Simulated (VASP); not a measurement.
Output of a VASP run:

File OSZICAR:
```
       N       E                     dE             d eps       ncg     rms          rms(c)
DAV:   1     0.221791736358E+02    0.22179E+02   -0.60743E+03  4458   0.168E+03
DAV:   2    -0.969352387697E+01   -0.31873E+02   -0.30963E+02  4486   0.192E+02
DAV:   3    -0.103051507814E+02   -0.61163E+00   -0.61099E+00  4980   0.302E+01
DAV:   4    -0.103064326574E+02   -0.12819E-02   -0.12815E-02  4828   0.133E+00
DAV:   5    -0.103064340984E+02   -0.14409E-05   -0.14407E-05  4826   0.423E-02    0.331E+00
DAV:   6    -0.856927204206E+01    0.17372E+01   -0.18726E+00  5106   0.320E+01    0.325E+00
DAV:   7    -0.878225086356E+01   -0.21298E+00   -0.33200E-01  5368   0.123E+01    0.176E+00
DAV:   8    -0.879404915561E+01   -0.11798E-01   -0.12781E-02  4638   0.166E+00    0.468E-01
DAV:   9    -0.879680738226E+01   -0.27582E-02   -0.13779E-02  4590   0.214E+00    0.100E-01
DAV:  10    -0.879810460804E+01   -0.12972E-02   -0.16769E-03  4544   0.558E-01    0.123E-01
DAV:  11    -0.879820841237E+01   -0.10380E-03   -0.34024E-04  4736   0.330E-01    0.325E-02
DAV:  12    -0.879838928150E+01   -0.18087E-03   -0.23250E-04  4598   0.290E-01    0.574E-03
DAV:  13    -0.879839828973E+01   -0.90082E-05   -0.15757E-05  4586   0.472E-02    0.174E-03
DAV:  14    -0.879840327959E+01   -0.49899E-05   -0.38814E-07  4818   0.683E-03    0.711E-04
DAV:  15    -0.879840249045E+01    0.78914E-06   -0.31720E-07  4652   0.964E-03    0.573E-04
DAV:  16    -0.879840368476E+01   -0.11943E-05   -0.63464E-08  2848   0.364E-03    0.213E-04
DAV:  17    -0.879840330917E+01    0.37559E-06   -0.54389E-09  2284   0.106E-03    0.448E-05
DAV:  18    -0.879840336982E+01   -0.60648E-07   -0.61338E-10  2258   0.299E-04
   1 F= -.87984034E+01 E0= -.87984034E+01  d E =0.000000E+00
       N       E                     dE             ncg
```

File OUTCAR:
```
------------------------ aborting loop because EDIFF is reached ----------------------------------------
  FORCE on cell =-STRESS in cart. coord.  units (eV):
  Direction    XX          YY          ZZ          XY          YZ          ZX
  --------------------------------------------------------------------------------------
  Total       -0.0570776     -0.0570776     -0.0570776     -0.0000000     -0.0000000      0.0000000
  in kB       -6.3772273     -6.3772273     -6.3772273     -0.0000000     -0.0000000      0.0000000
  external PRESSURE =      -6.3772273 kB  Pullay stress =       0.0000000 kB
  volume of cell :       14.34
      direct lattice vectors                 reciprocal lattice vectors
    -1.530481616  1.530481616  1.530481616     0.000000000  0.326694548  0.326694548
     1.530481616 -1.530481616  1.530481616     0.326694548  0.000000000  0.326694548
     1.530481616  1.530481616 -1.530481616     0.326694548  0.326694548  0.000000000
 POSITION                                       TOTAL-FORCE (eV/Angst)
 -----------------------------------------------------------------------------------
      0.00000      0.00000      0.00000         0.000000     -0.000000      0.000000
 -----------------------------------------------------------------------------------
    total drift:                                0.000000      0.000000      0.000000
  FREE ENERGIE OF THE ION-ELECTRON SYSTEM (eV)
  ---------------------------------------------------
  free  energy   TOTEN  =        -8.7984033698 eV

  energy  without entropy=       -8.7984033698  energy(sigma->0) =       -8.79840337

 total charge

# of ion       s       p       d       tot
------------------------------------------
    1        0.582   0.480   9.740  10.803
```
(Selected blocks of OUTCAR.)

**POSCAR**
```
Zn
1
   -1.5304816160     1.5304816160     1.5304816160
    1.5304816160    -1.5304816160     1.5304816160
    1.5304816160     1.5304816160    -1.5304816160
Zn
1
Direct
  0.0000000000   0.0000000000   0.0000000000
```

Q: Write an INCAR and KPOINTS that could have produced this output.

A: Several could match; the one computed here: the input of the run itself, r2SCAN meta-GGA, plane waves, VASP's PBE PAW potentials (set 64).

### INCAR
```
ENCUT  =  400
PREC  =  Accurate
LREAL  =  .False.
LMIXTAU  =  .True.
SYSTEM  =  Zn
ISIF  =  2   ! forces and stress, cell fixed
ISMEAR  =  -5
NELM  =  100   ! most electronic steps
METAGGA  =  R2SCAN
ALGO  =  Normal   ! blocked Davidson
EDIFF  =  1E-7   ! SCF stop (eV)
LWAVE  =  .False.
LASPH  =  .True.   ! aspherical one-centre terms
NEDOS  =  601   ! DOS grid
LCHARG  =  .False.
LORBIT  =  11
LMAXMIX  =  4   ! l cut-off of mixed one-centre charges
```

File KPOINTS:
```
Automatic mesh
0
gamma
19 19 19
```

File KPOINTS_OPT:
```
k-points along high-symmetry lines
10
Line-mode
Reciprocal
  0.000000   0.000000   0.000000 ! GAMMA
  0.500000  -0.500000   0.500000 ! H

  0.500000  -0.500000   0.500000 ! H
  0.000000   0.000000   0.500000 ! N

  0.000000   0.000000   0.500000 ! N
  0.000000   0.000000   0.000000 ! GAMMA

  0.000000   0.000000   0.000000 ! GAMMA
  0.250000   0.250000   0.250000 ! P

  0.250000   0.250000   0.250000 ! P
  0.500000  -0.500000   0.500000 ! H

  0.250000   0.250000   0.250000 ! P
  0.000000   0.000000   0.500000 ! N
```

POTCAR, in this order: Zn (PBE.64 set). Program: vasp_std.

For a metal the tetrahedron method with Blöchl corrections gives inexact stress and forces.

The structure was generated: Zn was put into the bcc type (Im-3m), which need not be its known phase. It was relaxed first, which changed the volume by -5 %.
